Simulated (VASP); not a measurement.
Given:

```xyz
1
Lattice="-1.5640 1.5640 1.5640 1.5640 -1.5640 1.5640 1.5640 1.5640 -1.5640" Properties=species:S:1:pos:R:3 pbc="T T T"
Mo     0.0000     0.0000     0.0000
```

Computed with AM05 GGA, VASP's PBE PAW potentials (set 64) (plane waves; VASP). Settings: 520 eV cut-off, 15×15×15 Γ-centred mesh, first-order Methfessel-Paxton smearing of 0.10 eV, potentials Mo_sv.

**Question.** What does the run give for the energy per atom (σ→0), band gap (on the k-mesh) with the smallest direct gap where there is one?

**Answer.** 
```
Item                                                        Result
------------------------  ----------------------------------------
band gap (on the k-mesh)  none (metal, semimetal or under 0.01 eV)
energy per atom (σ→0)                              -11.529 eV/atom
```

Total energies compare only between runs with the same potentials, cut-off and functional.

The compound is Mo in the bcc structure. It was relaxed first. The start is the result of an earlier pass.
